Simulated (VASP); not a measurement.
```
CELL_PARAMETERS angstrom
      9.60083    -2.06483     0.00046
      9.60083     2.06483     0.00046
      9.15658     0.00000     3.54915
ATOMIC_POSITIONS crystal
  Bi 0.40018 0.40018 0.40018
  Bi 0.59982 0.59982 0.59982
  Se 0.00000 0.00000 0.00000
  Se 0.21145 0.21145 0.21145
  Se 0.78855 0.78855 0.78855
```

Calculation: PBEsol GGA, VASP's PBE PAW potentials (set 64) (plane waves; VASP). Run with 520 eV cut-off, 7×7×7 Γ-centred mesh, tetrahedra with Blöchl corrections, potentials Bi_d Se.

Without a dispersion term in the relaxation, distances and binding between the weakly bound layers, chains or molecules are unreliable, and so is what depends on them. Unless said otherwise, spin-orbit coupling is left out, though it shifts the bands of the heavy elements here.

What does the run give for the energy per atom (σ→0), band gap (on the k-mesh) with the smallest direct gap where there is one?

The band gap (on the k-mesh) comes out as 0.11 eV and the smallest direct gap (on the k-mesh) comes out as 0.11 eV. The energy per atom (σ→0) is -4.410 eV/atom.

The absolute energy has meaning only against runs of the same code, potentials and settings.

The compound is Bi2Se3 in the tetradymite structure. It was relaxed first.
